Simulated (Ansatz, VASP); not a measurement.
One calculation of LiMg6, two programs

File INCAR:

```
PREC = Accurate
ENCUT = 600
EDIFF = 1E-6
ISMEAR = 0
SIGMA = 0.1
LREAL = False
LASPH = True
NELM = 100
ALGO = Normal
ISIF = 3
LWAVE = False
LCHARG = False
GGA = PE
IBRION = 2
NSW = 100
EDIFFG = -0.01
```

File KPOINTS:

```
Automatic mesh
0
Gamma
  6 6 6
```

POSCAR

```
LiMg6
1.0
    7.0678330952      0.0000000000      0.0000000000
    0.0000000000      7.0678330952      0.0000000000
    0.0000000000      0.0000000000      7.0678330952
Li Mg
1 6
Direct
    0.0000000000      0.0000000000      0.0000000000
    0.5000000000      0.5000000000      0.1961055496
    0.5000000000      0.5000000000      0.8038944504
    0.1961055496      0.5000000000      0.5000000000
    0.8038944504      0.5000000000      0.5000000000
    0.5000000000      0.1961055496      0.5000000000
    0.5000000000      0.8038944504      0.5000000000
```

Input for Ansatz:

```yaml
crystal:
  lattice:
    - [7.0678330952, 0.0, 0.0]
    - [0.0, 7.0678330952, 0.0]
    - [0.0, 0.0, 7.0678330952]
  atoms:
    - { symbol: Li, position: [0.0, 0.0, 0.0] }
    - { symbol: Mg, position: [0.5, 0.5, 0.1961055496] }
    - { symbol: Mg, position: [0.5, 0.5, 0.8038944504] }
    - { symbol: Mg, position: [0.1961055496, 0.5, 0.5] }
    - { symbol: Mg, position: [0.8038944504, 0.5, 0.5] }
    - { symbol: Mg, position: [0.5, 0.1961055496, 0.5] }
    - { symbol: Mg, position: [0.5, 0.8038944504, 0.5] }
basis:
  ecutwfc: 420
kpoints:
  mp_grid: { grid: [6, 6, 6] }
hamiltonian:
  xc: pbe
scf:
  occupations: { method: gaussian, width: 0.1 }
output:
  forces: true
  stress: true
  eigenvalues: true
relax:
  adjacent_minimum: "off"
  f_tol: 0.01
  max_steps: 80
  cell: { stress_tol: 0.05 }
```

Change from the starting cell: species swapped into the ErB6 type (Pm-3m, No. 221).

Alike in both runs: task relaxation of cell and atoms; functional PBE; k mesh 6 × 6 × 6; occupations gaussian, width 0.1 eV; no spin polarisation.

|  | VASP | Ansatz |
| --- | --- | --- |
| version | VASP 6.6.1 | Ansatz 0.2.0 |
| potentials or method | VASP PAW PBE potentials, release 64 (Li_sv, Mg) | scalar-relativistic, plane waves, PAW |
| plane-wave cutoff (eV) | 600 | 420 |
| valence electrons in the cell | 15 | 63 |

Ansatz gave:

* gap on the k mesh at the Fermi level, each at its own relaxed structure (eV): none
* relaxed volume (Å³/atom): 51.83
* relaxed cell length with the largest relative difference (Å): 7.132
* energy change over the relaxation (meV/atom): -2

Task: Estimate VASP's values.

Result: gap on the k mesh at the Fermi level, each at its own relaxed structure (eV): none; relaxed volume (Å³/atom): 51.68; relaxed cell length with the largest relative difference (Å): 7.125; energy change over the relaxation (meV/atom): -2.

A gap of «none» marks a metal or a gap that the smearing closes. The two sets of potentials don't hold the same shells in valence.

Caveats: the cutoff is under 1.25 times the usual one of these potentials, so pressure, stress and relaxed cells hold a basis-set (Pulay) error (VASP).
